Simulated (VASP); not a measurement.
Here is the system:

```
SrO
1.0
    2.89712     0.00000     0.00000
    0.00000     2.89712     0.00000
    0.00000     0.00000     2.89712
Sr O
1 1
Direct
  0.00000   0.00000   0.00000
  0.50000   0.50000   0.50000
```

The numbers are results of PBEsol GGA, VASP's PBE PAW potentials (set 64) (plane waves; VASP 6.6.1), not measurements. Settings: 620 eV cut-off, 9×9×9 Γ-centred mesh, Gaussian smearing of 0.050 eV, potentials Sr_sv O.

What does the run give for the energy per atom (σ→0), pressure, band gap (on the k-mesh) with the smallest direct gap where there is one?

```json
{
 "band gap (on the k-mesh)": "2.40 eV",
 "smallest direct gap (on the k-mesh)": "2.40 eV",
 "energy per atom (σ→0)": "-5.741 eV/atom",
 "pressure": "29.84 GPa"
}
```

The absolute energy has meaning only against runs of the same code, potentials and settings.

The structure was generated: SrO was put into the CsCl type type (Pm-3m), which need not be its known phase. It was relaxed first under an external pressure of 30 GPa.
